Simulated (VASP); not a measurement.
Given:

```
TiB2
1.0
    1.51036    -2.61602     0.00000
    1.51036     2.61602     0.00000
    0.00000     0.00000     3.18193
Ti B
1 2
Direct
  0.00000   0.00000   0.00000
  0.33333   0.66667   0.50000
  0.66667   0.33333   0.50000
```

All values below come from optB88-vdW, VASP's PBE PAW potentials (set 64) (plane waves; VASP). Settings: 520 eV cut-off, 11×11×9 Γ-centred mesh, first-order Methfessel-Paxton smearing of 0.10 eV, potentials Ti_sv B.

Energy and stress use the plane-wave basis of the starting cell.

### Question
The ions, cell shape and volume are relaxed. Which structure does the run end with?

### Answer

```
TiB2
1.0
    1.51380    -2.62197     0.00000
    1.51380     2.62197     0.00000
    0.00000     0.00000     3.24036
Ti B
1 2
Cartesian
  3.02759   0.00000   3.24036
  1.51380   0.87399   1.62018
  1.51380  -0.87399   1.62018
```
Space group P6/mmm (191), at a tolerance of 0.03 Å.

### Question
How do energy and volume change from the first to the last step?

### Answer
The energy (σ→0) changes by -4.7 meV/atom and the volume by +2.3 %, in 4 ionic steps.

The compound is TiB2 in the AlB2 type structure. This run relaxes it. Symmetry was kept, so distortions that lower it aren't found.
